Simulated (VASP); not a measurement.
VASP input:

**INCAR**
```
SYSTEM = CoGa
PREC = Accurate
ENCUT = 300
EDIFF = 1E-6
NELM = 100
ALGO = Normal
LREAL = .FALSE.
LASPH = .TRUE.
ISMEAR = -1
SIGMA = 0.1
GGA = PE
LMAXMIX = 4
LWAVE = .FALSE.
LCHARG = .FALSE.
ISIF = 2
```

### KPOINTS
```
Automatic
0
Gamma
8 8 8
0 0 0
```

### POSCAR
```
CoGa
1
    2.8224000000     0.0000000000     0.0000000000
    0.0000000000     2.8224000000     0.0000000000
    0.0000000000     0.0000000000     2.8224000000
Ga Co
1 1
Direct
  0.5000000000   0.5000000000   0.5000000000
  0.0000000000   0.0000000000   0.0000000000
```

POTCAR, in this order: Ga_d Co (PBE.64 set). Program: vasp_std.

Question: Translate this PBE calculation to Ansatz.

Answer: One equivalent input (not run):
Ansatz 0.2 input:
```yaml
crystal:
  lattice:
    - [2.8224000, 0.0000000, 0.0000000]
    - [0.0000000, 2.8224000, 0.0000000]
    - [0.0000000, 0.0000000, 2.8224000]
  atoms:
    - { symbol: Ga, position: [0.5000000, 0.5000000, 0.5000000] }
    - { symbol: Co, position: [0.0000000, 0.0000000, 0.0000000] }
kpoints:
  mp_grid: { grid: [8, 8, 8] }
hamiltonian:
  xc: pbe
  pseudopotentials: { kind: paw }
scf:
  occupations: { method: fermi_dirac, width: 0.1 }
  max_iter: 100
output: { forces: true, stress: true, eigenvalues: true }
```
Limits of the translation: each code has its own PAW files, so the cut-off isn't converted (ENCUT is set for VASP's; basis.ecutwfc is left out, and Ansatz then takes the one that its files recommend); Ansatz stops its SCF on the density residual and VASP on the energy change (EDIFF).

The structure is a typed CoGa crystal (Pm-3m). The cell was not relaxed at this level, and its volume differs by -5.9 % from the start's.
